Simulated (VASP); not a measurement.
The system is YReS.

```xyz
3
Lattice="3.8892 0.0000 0.0000 0.0000 3.8892 0.0000 0.0000 0.0000 3.9691" Properties=species:S:1:pos:R:3 pbc="T T T"
Y     0.0000    0.0000    0.0000
Re    1.9446    1.9446    1.9846
S     1.9446    1.9446    0.0000
```

The cell was built by a generator and needn't be a form met in nature.

- Program: VASP 6.6.1
- Task: relaxation of cell and atoms
- Functional: PBE
- Potentials or basis: VASP PAW PBE potentials, release 64 (Y_sv, Re, S)
- Cutoff: 600 eV
- k mesh: 7 × 7 × 7
- Occupations: gaussian, width 0.05 eV
- Spin: no spin polarisation

At the start: pressure 25.7 GPa; volume 20.01 Å³/atom.

**Question.** Where does the relaxation end?

**Answer.** Over 12 steps the energy falls by 469.0 meV/atom and the volume is 20.97 Å³/atom (+4.8 %); space group P4/mmm (No. 123, to 0.05 Å).

The path:
| step | energy change (eV) | largest force (eV/Å) | pressure (GPa) | volume (Å³) |
| --- | --- | --- | --- | --- |
| 1 | 0.0000 | 0.0000 | 25.74 | 60.04 |
| 2 | 1.9500 | 0.0000 | -14.68 | 87.10 |
| 3 | 0.7831 | 0.0000 | -15.87 | 79.90 |
| 4 | -0.2920 | 0.0000 | -15.14 | 74.08 |
| 5 | -1.3197 | 0.0000 | -6.59 | 67.11 |
| 6 | -1.3260 | 0.0000 | 0.13 | 64.84 |
| 7 | -1.3576 | 0.0000 | -3.64 | 66.01 |
| 8 | -1.3581 | 0.0000 | -3.23 | 65.87 |
| 9 | -1.4061 | 0.0000 | 0.73 | 62.55 |
| 10 | -1.4065 | 0.0000 | 0.35 | 62.81 |
| 11 | -1.4058 | 0.0000 | -0.58 | 63.06 |
| 12 | -1.4069 | 0.0000 | 0.01 | 62.91 |

Final structure:
```xyz
3
Lattice="3.7819 0.0000 0.0000 0.0000 3.7819 0.0000 0.0000 0.0000 4.3984" Properties=species:S:1:pos:R:3 pbc="T T T"
Y     0.0000    0.0000    4.3984
Re    1.8910    1.8910    2.1992
S     1.8910    1.8910    4.3984
```
